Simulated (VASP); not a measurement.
Input:

```xyz
2
Lattice="0.0000 2.2731 2.2731 2.2731 0.0000 2.2731 2.2731 2.2731 0.0000" Properties=species:S:1:pos:R:3 pbc="T T T"
B      0.0000     0.0000     0.0000
P      1.1366     1.1366     1.1366
```

These are PBE GGA, VASP's PBE PAW potentials (set 64) (plane waves; VASP) values and carry that method's errors. Numerical set-up: 520 eV cut-off, 14×14×14 Γ-centred mesh, Gaussian smearing of 0.010 eV, potentials B P.

Question: Give the electronic dielectric tensor ε∞ (DFPT, local fields included).

Answer: 
```
9.20  0.00  0.00
0.00  9.20  0.00
0.00  0.00  9.20
```

Question: Give the Born effective charges.

Answer: 
```json
[
 {"atom": "B1", "Z*xx": "-0.48", "Z*yy": "-0.48", "Z*zz": "-0.48", "mean": "-0.48"},
 {"atom": "P2", "Z*xx": "0.48", "Z*yy": "0.48", "Z*zz": "0.48", "mean": "0.48"}
]
```

Question: And the static tensor with the ions free?

Answer: 
```
9.29  0.00  0.00
0.00  9.29  0.00
0.00  0.00  9.29
```

Question: Which frequencies do the optical Γ-point modes have (no LO-TO splitting)?

Answer: 799 (×3) cm⁻¹.

The compound is BP in the zinc blende structure. It was relaxed first.
